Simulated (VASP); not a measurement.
Data:

```
Zn
1.0
    1.35844    -2.35290     0.00000
    1.35844     2.35290     0.00000
    0.00000     0.00000     5.05426
Zn
2
Direct
  0.33333   0.66667   0.25000
  0.66667   0.33333   0.75000
```

Method: optB88-vdW, VASP's PBE PAW potentials (set 64) (plane waves; VASP). Run with 520 eV cut-off, 16×16×8 Γ-centred mesh, first-order Methfessel-Paxton smearing of 0.10 eV, potentials Zn.

### Question
The ions and cell shape at fixed volume are relaxed. Give the cell that the relaxation ends in.

### Answer

```
Zn
1.0
    1.32755    -2.29938     0.00000
    1.32755     2.29938     0.00000
    0.00000     0.00000     5.29224
Zn
2
Direct
  0.33333   0.66667   0.25000
  0.66667   0.33333   0.75000
```
Space group P6_3/mmc (194), at a tolerance of 0.03 Å.

### Question
How much energy does the relaxation gain?

### Answer
The energy (σ→0) changes by -3.2 meV/atom, in 8 ionic steps.

The compound is Zn in the hcp structure. This cell is one point of a volume scan, at 1.06 of the reference volume. Symmetry was kept, so distortions that lower it aren't found.
